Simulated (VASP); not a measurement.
# Al3BiO3 (P31m) in VASP: density of states with PBE

Aim: the density of states of Al3BiO3 with PBE.

All numbers are computed with VASP 6.6.1; they aren't measurements. Logs are shortened: lines on timing, memory, paths and dates and some standing lists are left out, and cuts for length are marked.

## (1) The structure

Symmetry: P31m, No. 157, trigonal system. The conventional cell has a = 5.152 Å, b = 5.152 Å, c = 6.650 Å, α = 90.00°, β = 90.00°, γ = 120.00°. Al (site symmetry m) has 3 O at 1.82 to 1.85 Å as nearest neighbours. Bi (site symmetry 3m) has 3 Al at 2.80 Å as nearest neighbours. O (site symmetry m) is surrounded by 3 Al at 1.82 to 1.85 Å.

The cell was built by a generator and needn't be a form met in nature.

## (2) Density of states, PBE

POSCAR reads:

```
Al3BiO3                                 
1.0
    5.1520280563      0.0000000000     -0.0000000000
   -2.5760140281      4.4617871787      0.0000000000
   -0.0000000000      0.0000000000      6.6502442821
  Al              Bi              O             
     3     1     3
Direct
     0.6829775204748373    0.0000000000000000    0.7215449469697628
     0.0000000000000218    0.6829775204748810    0.7215449469697628
     0.3170224795251408    0.3170224795251189    0.7215449469697628
     0.0000000000000000    0.0000000000000000    0.0642968782289410
     0.3532597499000844    0.0000000000000000    0.6248286736205896
     0.9999999999999922    0.3532597499000760    0.6248286736205896
     0.6467402500999234    0.6467402500999241    0.6248286736205896
```

INCAR.step1 reads:

```
  PREC = Accurate
  ENCUT = 520
  EDIFF = 1E-6
  ISMEAR = 0
  SIGMA = 0.1
  LREAL = F
  LASPH = T
  NELM = 60
  ALGO = Normal
  ISIF = 2
  LWAVE = F
  LCHARG = T
  GGA = PE
  KPAR = 4
```

KPOINTS.step1 reads:

```
regular mesh
0
Gamma
  6 6 6
```

INCAR.step2 reads:

```
  PREC = Accurate
  ENCUT = 520
  EDIFF = 1E-6
  ISMEAR = -5
  SIGMA = 0.1
  LREAL = F
  LASPH = T
  NELM = 60
  ALGO = Normal
  ISIF = 2
  LWAVE = F
  LCHARG = F
  GGA = PE
  LORBIT = 11
  KPAR = 4
  NEDOS = 1001
  ICHARG = 11
```

KPOINTS.step2 reads:

```
regular mesh
0
Gamma
  9 9 9
```

Potentials or basis: VASP PAW PBE potentials, release 64 (Al, Bi_d, O).

On the command line:

```console
> cat potpaw_PBE.64/Al/POTCAR potpaw_PBE.64/Bi_d/POTCAR potpaw_PBE.64/O/POTCAR > POTCAR
> cp INCAR.step1 INCAR
> cp KPOINTS.step1 KPOINTS
> mpirun -np 4 vasp_std > vasp.out
> cp INCAR.step2 INCAR
> cp KPOINTS.step2 KPOINTS
> mpirun -np 4 vasp_std > vasp.out
```

OUTCAR:

```text
PREC = Accurate
   ENCUT = 520
   EDIFF = 1E-6
   ISMEAR = -5
   LREAL = F
   LASPH = T
   NELM = 60
   ISIF = 2
   GGA = PE
   LORBIT = 11
   ICHARG = 11

 ion  position               nearest neighbor table
   1  0.683  0.000  0.722-   5 1.82   7 1.85   6 1.85   4 2.80   2 2.83   3 2.83   3 3.05   2 3.05
                             2 3.05   3 3.05
   2  0.000  0.683  0.722-   6 1.82   7 1.85   5 1.85   4 2.80   1 2.83   3 2.83   1 3.05   3 3.05
                             3 3.05   1 3.05
   3  0.317  0.317  0.722-   7 1.82   6 1.85   5 1.85   4 2.80   1 2.83   2 2.83   1 3.05   2 3.05
                             2 3.05   1 3.05
   4  0.000  0.000  0.064-   1 2.80   2 2.80   3 2.80
   5  0.353  0.000  0.625-   1 1.82   3 1.85   2 1.85
   6  1.000  0.353  0.625-   2 1.82   3 1.85   1 1.85
   7  0.647  0.647  0.625-   3 1.82   2 1.85   1 1.85

  LATTYP: Found a hexagonal cell.
 ALAT       =     5.1520280563
 C/A-ratio  =     1.2908012552

  Lattice vectors:

 A1 = (   5.1520280563,   0.0000000000,   0.0000000000)
 A2 = (  -2.5760140281,   4.4617871787,   0.0000000000)
 A3 = (   0.0000000000,   0.0000000000,   6.6502442821)

Analysis of symmetry for initial positions (statically):
=====================================================================
 Subroutine PRICEL returns:
 Original cell was already a primitive cell.

 Routine SETGRP: Setting up the symmetry group for a
 hexagonal supercell.

 Subroutine GETGRP returns: Found  6 space group operations
 (whereof  6 operations were pure point group operations)
 out of a pool of 24 trial point group operations.

The static configuration has the point symmetry C_3v.

Analysis of symmetry for dynamics (positions and initial velocities):
=====================================================================
 Subroutine PRICEL returns:
 Original cell was already a primitive cell.

 Routine SETGRP: Setting up the symmetry group for a
 hexagonal supercell.

 Subroutine GETGRP returns: Found  6 space group operations
 (whereof  6 operations were pure point group operations)
 out of a pool of 24 trial point group operations.

The dynamic configuration has the point symmetry C_3v.

 Subroutine INISYM returns: Found  6 space group operations
 (whereof  6 operations are pure point group operations),
 and found     1 'primitive' translations

----------------------------------------------------------------------------------------

                                     Primitive cell

  volume of cell :     152.8708

  direct lattice vectors                    reciprocal lattice vectors
     5.152028056  0.000000000  0.000000000     0.194098322  0.112062718  0.000000000
    -2.576014028  4.461787179  0.000000000     0.000000000  0.224125437  0.000000000
     0.000000000  0.000000000  6.650244282     0.000000000  0.000000000  0.150370416

  length of vectors
     5.152028056  5.152028057  6.650244282     0.224125437  0.224125437  0.150370416

  position of ions in fractional coordinates (direct lattice)
     0.682977520  0.000000000  0.721544947
     0.000000000  0.682977520  0.721544947
     0.317022480  0.317022480  0.721544947
     0.000000000  0.000000000  0.064296878
     0.353259750  0.000000000  0.624828674
     1.000000000  0.353259750  0.624828674
     0.646740250  0.646740250  0.624828674

  ion indices of the primitive-cell ions
   primitive index   ion index
                 1           1
                 2           2
                 3           3
                 4           4
                 5           5
                 6           6
                 7           7

----------------------------------------------------------------------------------------

 KPOINTS: regular mesh

Automatic generation of k-mesh.
 Grid dimensions read from file:
 generate k-points for:    9    9    9

 Generating k-lattice:

  Cartesian coordinates                     Fractional coordinates (reciprocal lattice)
     0.021566480  0.012451413  0.000000000     0.111111111 -0.000000000  0.000000000
     0.000000000  0.024902826  0.000000000     0.000000000  0.111111111  0.000000000
     0.000000000  0.000000000  0.016707824     0.000000000  0.000000000  0.111111111

  Length of vectors
     0.024902826  0.024902826  0.016707824

  Shift w.r.t. Gamma in fractional coordinates (k-lattice)
     0.000000000  0.000000000  0.000000000

 TETIRR: Found   1383 inequivalent tetrahedra from     4374

 Subroutine IBZKPT returns following result:
 ===========================================

 Found     88 irreducible k-points:

 Following reciprocal coordinates:
            Coordinates               Weight
  0.000000  0.000000  0.000000      1.000000
  0.111111  0.000000  0.000000      6.000000
  0.222222  0.000000  0.000000      6.000000
  0.333333  0.000000  0.000000      6.000000
  0.444444  0.000000  0.000000      6.000000
  0.111111  0.111111  0.000000      6.000000
[... 16 lines left out ...]
 -0.111111  0.444444  0.111111     12.000000
  0.444444  0.111111  0.111111      6.000000
 [... further k-points ...]
   k-points           NKPTS =     88   k-points in BZ     NKDIM =     88   number of bands    NBANDS=     25
   number of dos      NEDOS =   1001   number of ions     NIONS =      7
   total plane-waves  NPLWV =  80000
   dimension x,y,z NGX =    40 NGY =   40 NGZ =   50
   dimension x,y,z NGXF=    80 NGYF=   80 NGZF=  100
   ions per type =               3   1   3
   NGX,Y,Z   is equivalent  to a cutoff of  12.91, 12.91, 12.50 a.u.
   NGXF,Y,Z  is equivalent  to a cutoff of  25.81, 25.81, 25.00 a.u.
 SYSTEM =  unknown system
   PREC   = accura    normal or accurate (medium, high low for compatibility)
   ISTART =      0    job   : 0-new  1-cont  2-samecut
   ICHARG =     11    charge: 1-file 2-atom 10-const
   ISPIN  =      1    spin polarized calculation?
   LNONCOLLINEAR =      F non collinear calculations
   LSORBIT =      F    spin-orbit coupling
   LASPH  =      T    aspherical Exc in radial PAW
   ENCUT  =  520.0 eV  38.22 Ry    6.18 a.u.   9.58  9.58 12.37*2*pi/ulx,y,z
   NELM   =     60;   NELMIN=  2; NELMDL=  0     # of ELM steps
   EDIFF  = 0.1E-05   stopping-criterion for ELM
   LREAL  =      F    real-space projection
   EDIFFG = 0.1E-04   stopping-criterion for IOM
   NSW    =      0    number of steps for IOM
   IBRION =     -1    ionic relax: 0-MD 1-quasi-New 2-CG
   NFREE  =      0    steps in history (QN), initial steepest desc. (CG)
   ISIF   =      2    stress and relaxation
   ISYM   =      2    0-nonsym 1-usesym 2-fastsym
   POTIM  = 0.5000    time-step for ionic-motion
   TEBEG  =    0.0;   TEEND  =   0.0 temperature during run
   PSTRESS=    0.0 pullay stress
   NELECT =      42.0000    total number of electrons
   NUPDOWN=      -1.0000    fix difference up-down
   EMIN   =  10.00;   EMAX   =-10.00  energy-range for DOS
   EFERMI =   0.00;   METHOD = LEGACY
   ISMEAR =    -5;   SIGMA  =   0.10  broadening in eV -4-tet -1-fermi 0-gaus
   EFERMI_NEDOS =   21; number of points for ismear=-14 and -15
   IALGO  =     38    algorithm
   IMIX   =      4    mixing-type and parameters
     AMIX     =   0.40;   BMIX     =  1.00
     AMIX_MAG =   1.60;   BMIX_MAG =  1.00
  volume/ion in A,a.u.               =      21.84       147.37
  Fermi-wavevector in a.u.,A,eV,Ry     =   1.064265  2.011169 15.410769  1.132660
  Thomas-Fermi vector in A             =   2.199777
   LORBIT       =     11    0 simple, 1 ext, 2 COOP (PROOUT), +10 PAW based schemes
   GGA     = PE    functional components
   LHFCALC =     F    Hartree Fock is set to
   AEXX    =    0.0000 exact exchange contribution
   IVDW    =     0    specifies the selected vdW correction
   LEPSILON=     F    determine dielectric tensor
   LRPA    =     F    only Hartree local field effects (RPA)
 non-spin polarized calculation
 Fermi weights with tetrahedron method with Bloechl corrections
  energy-cutoff  :      520.00
  volume of cell :      152.87
 maximum number of plane-waves:      4201
 NGX is ok and might be reduce to    40

 number of electron      42.0000005 magnetization

 Free energy of the ion-electron system (eV)
  ---------------------------------------------------
  ext. energy  EPLUGINS =         0.00000000
  ---------------------------------------------------
  free energy    TOTEN  =       -42.77653471 eV

  energy without entropy =      -42.77653471  energy(sigma->0) =      -42.77653471

 E-fermi :   2.8984     XC(G=0):  -7.9662

 val. band max:        2.8835747996   @ k =   0.0000   0.0000   0.0000
 cond. band min:       3.6050737555   @ k =   0.0000   0.0000   0.0000
 fundamental gap:      0.7214989559
 Fermi energy:         2.8983630771

 k-point     1 :       0.0000    0.0000    0.0000
  band No.  band energies     occupation
      1     -18.4467      2.00000
      2     -18.4438      2.00000
      3     -18.4438      2.00000
      4     -18.4341      2.00000
      5     -18.4341      2.00000
      6     -17.8393      2.00000
[... 17 lines left out ...]
     24       6.6119      0.00000
     25       6.6445      0.00000

 k-point     2 :       0.1111    0.0000    0.0000
  band No.  band energies     occupation
      1     -18.4463      2.00000
      2     -18.4438      2.00000
      3     -18.4437      2.00000
      4     -18.4340      2.00000
      5     -18.4339      2.00000
      6     -17.8081      2.00000
[... 17 lines left out ...]
     24       5.9798      0.00000
     25       6.6835      0.00000

 k-point     3 :       0.2222    0.0000    0.0000
  band No.  band energies     occupation
      1     -18.4457      2.00000
      2     -18.4439      2.00000
      3     -18.4434      2.00000
      4     -18.4340      2.00000
      5     -18.4334      2.00000
      6     -17.7179      2.00000
[... 17 lines left out ...]
     24       5.9588      0.00000
     25       6.7682      0.00000

 k-point     4 :       0.3333    0.0000    0.0000
  band No.  band energies     occupation
      1     -18.4456      2.00000
      2     -18.4441      2.00000
      3     -18.4426      2.00000
      4     -18.4340      2.00000
      5     -18.4329      2.00000
      6     -17.5796      2.00000
[... 17 lines left out ...]
     24       6.2211      0.00000
     25       7.0976      0.00000
[... 477 lines left out ...]
 k-point    22 :       0.3333    0.1111    0.1111
  band No.  band energies     occupation
      1     -18.4456      2.00000
      2     -18.4443      2.00000
      3     -18.4420      2.00000
      4     -18.4339      2.00000
      5     -18.4327      2.00000
      6     -17.4806      2.00000
[... 17 lines left out ...]
     24       6.3819      0.00000
     25       7.1243      0.00000

 k-point    23 :      -0.1111    0.4444    0.1111
  band No.  band energies     occupation
      1     -18.4456      2.00000
      2     -18.4443      2.00000
      3     -18.4420      2.00000
      4     -18.4339      2.00000
      5     -18.4327      2.00000
      6     -17.4806      2.00000
[... 17 lines left out ...]
     24       6.3698      0.00000
     25       7.3211      0.00000

 k-point    24 :       0.4444    0.1111    0.1111
  band No.  band energies     occupation
      1     -18.4457      2.00000
      2     -18.4444      2.00000
      3     -18.4417      2.00000
      4     -18.4339      2.00000
      5     -18.4326      2.00000
      6     -17.3471      2.00000
[... 17 lines left out ...]
     24       6.4375      0.00000
     25       7.5660      0.00000

 [... further k-points ...]

------------------------ aborting loop because EDIFF is reached ----------------------------------------

  FORCE on cell =-STRESS in cart. coord.  units (eV):
  Direction    XX          YY          ZZ          XY          YZ          ZX
  --------------------------------------------------------------------------------------
  -------------------------------------------------------------------------------------
  Total       -0.0563380     -0.0563380      0.1011245     -0.0000000     -0.0000000     -0.0000000
  in kB       -0.5904556     -0.5904556      1.0598448     -0.0000000     -0.0000000     -0.0000000
  external PRESSURE =      -0.0403555 kB  Pullay stress =       0.0000000 kB

 VOLUME and BASIS-vectors are now :
 -----------------------------------------------------------------------------
  energy-cutoff  :      520.00
  volume of cell :      152.87
      direct lattice vectors                 reciprocal lattice vectors
     5.152028056  0.000000000  0.000000000     0.194098322  0.112062718  0.000000000
    -2.576014028  4.461787179  0.000000000     0.000000000  0.224125437  0.000000000
     0.000000000  0.000000000  6.650244282     0.000000000  0.000000000  0.150370416

 POSITION                                       TOTAL-FORCE (eV/Angst)
 -----------------------------------------------------------------------------------
      3.51872      0.00000      4.79845        -0.001747     -0.000000      0.002270
     -1.75936      3.04730      4.79845         0.000873     -0.001513      0.002270
      0.81665      1.41449      4.79845         0.000873      0.001513      0.002270
      0.00000      0.00000      0.42759         0.000000     -0.000000      0.000549
      1.82000      0.00000      4.15526        -0.002096     -0.000000     -0.002453
      4.24203      1.57617      4.15526         0.001048     -0.001815     -0.002453
      1.66601      2.88562      4.15526         0.001048      0.001815     -0.002453
 -----------------------------------------------------------------------------------
    total drift:                                0.000002      0.000003     -0.000390

  FREE ENERGIE OF THE ION-ELECTRON SYSTEM (eV)
  ---------------------------------------------------
  free  energy   TOTEN  =       -42.7765347051 eV

  energy  without entropy=      -42.7765347051  energy(sigma->0) =      -42.77653471

 total charge

# of ion       s       p       d       tot
------------------------------------------
    1        0.367   0.383   0.000   0.750
    2        0.367   0.383   0.000   0.750
    3        0.367   0.383   0.000   0.750
    4        1.499   1.495   9.900  12.894
    5        1.560   3.571   0.000   5.131
    6        1.560   3.571   0.000   5.131
    7        1.560   3.571   0.000   5.131
--------------------------------------------------
tot          7.280  13.357   9.900  30.537
```

Run time: 1.7 min. Hardware: 4 MPI ranks of Intel Xeon Platinum 8488C (Sapphire Rapids), shared host; peak memory 0.47 GiB.

Results:

```yaml
Valence_electrons_inside_the_program's_atomic_spheres: Al 0.75; Bi 12.89; O 5.13
```

States per cell in windows of 0.5 eV (zero at the valence-band top; states under -8 eV left out):
```tsv
from (eV)	total	O5_p	O6_p	O7_p	Bi4_p	Al2_p	Al3_p
-8.0	2.38	0.36	0.36	0.36	0.00	0.03	0.03
-7.5	0.96	0.15	0.15	0.15	0.00	0.01	0.01
-7.0	1.24	0.21	0.21	0.21	0.00	0.02	0.02
-6.5	1.25	0.23	0.23	0.23	0.00	0.02	0.02
-6.0	2.68	0.47	0.47	0.47	0.02	0.05	0.05
-5.5	3.66	0.72	0.72	0.72	0.01	0.06	0.06
-5.0	4.79	0.96	0.96	0.96	0.03	0.06	0.06
-4.5	0.00	0.00	0.00	0.00	0.00	0.00	0.00
-4.0	0.00	0.00	0.00	0.00	0.00	0.00	0.00
-3.5	0.00	0.00	0.00	0.00	0.00	0.00	0.00
-3.0	0.00	0.00	0.00	0.00	0.00	0.00	0.00
-2.5	0.00	0.00	0.00	0.00	0.00	0.00	0.00
-2.0	0.32	0.02	0.02	0.02	0.06	0.00	0.00
-1.5	3.22	0.20	0.20	0.20	0.70	0.04	0.04
-1.0	1.31	0.05	0.05	0.05	0.32	0.02	0.02
-0.5	1.27	0.03	0.03	0.03	0.36	0.02	0.02
0.0	0.00	0.00	0.00	0.00	0.00	0.00	0.00
0.5	0.01	0.00	0.00	0.00	0.00	0.00	0.00
1.0	0.11	0.00	0.00	0.00	0.01	0.00	0.00
1.5	0.96	0.03	0.03	0.03	0.09	0.02	0.02
2.0	0.74	0.02	0.02	0.02	0.08	0.02	0.02
2.5	2.07	0.07	0.07	0.07	0.28	0.03	0.03
3.0	1.07	0.04	0.04	0.04	0.07	0.03	0.03
3.5	1.44	0.03	0.03	0.03	0.10	0.04	0.04
4.0	0.96	0.02	0.02	0.02	0.07	0.02	0.02
4.5	0.69	0.02	0.02	0.02	0.06	0.01	0.01
5.0	0.00	0.00	0.00	0.00	0.00	0.00	0.00
5.5	0.00	0.00	0.00	0.00	0.00	0.00	0.00
```

Caveat: spin-orbit coupling is left out, which moves the levels of the heavy elements.
